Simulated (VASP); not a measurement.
These are PBEsol GGA, VASP's PBE PAW potentials (set 64) (plane waves; VASP) values and carry that method's errors.

A VASP calculation is set up with these files.

INCAR:
```
SYSTEM = WSe
PREC = Accurate
ENCUT = 400
EDIFF = 1E-6
NELM = 100
ALGO = Normal
LREAL = .FALSE.
LASPH = .TRUE.
ISMEAR = 1
SIGMA = 0.1
GGA = PS
LMAXMIX = 6
LWAVE = .FALSE.
LCHARG = .FALSE.
IBRION = 2
ISIF = 3
NSW = 60
EDIFFG = -0.01
```

### POSCAR
```
WSe
1
    3.1167802368     0.0000000000     0.0000000000
    0.0000000000     3.1167802368    -0.0000000000
    0.0000000000    -0.0000000000     3.1167802368
W Se
1 1
Direct
  0.0000000000   0.0000000000   0.0000000000
  0.5000000000   0.5000000000   0.5000000000
```

File KPOINTS:
```
Automatic mesh
0
Gamma
11 11 11
0 0 0
```

POTCAR, in this order: W_sv Se (PBE.64 set). Program: vasp_std.

Unless said otherwise, spin-orbit coupling is left out, though it shifts the bands of the heavy elements here.

Predict the energy per atom (σ→0), volume per atom, band gap (on the k-mesh).

energy per atom (σ→0): -8.437 eV/atom
band gap (on the k-mesh): none (metal, semimetal or under 0.01 eV)
volume per atom: 15.12 Å^3/atom

### OSZICAR
```
...
   2 F= -.16873552E+02 E0= -.16874000E+02  d E =0.162203E-03
       N       E                     dE             d eps       ncg     rms          rms(c)
DAV:   1    -0.168752666935E+02   -0.17143E-02   -0.37324E-02  1634   0.246E+00    0.443E-01
DAV:   2    -0.168739593974E+02    0.13073E-02   -0.36452E-03  1622   0.634E-01    0.949E-02
DAV:   3    -0.168737784814E+02    0.18092E-03   -0.31287E-04  1844   0.168E-01    0.401E-02
DAV:   4    -0.168737547251E+02    0.23756E-04   -0.67104E-05  1670   0.770E-02    0.362E-02
DAV:   5    -0.168737541065E+02    0.61867E-06   -0.48371E-06  1598   0.219E-02
   3 F= -.16873754E+02 E0= -.16874207E+02  d E =-.396805E-04
```

The structure was generated: WSe was put into the CsCl type type (Pm-3m), which need not be its known phase. This run relaxes it. Symmetry was kept, so distortions that lower it aren't found. The start is the result of an earlier pass.
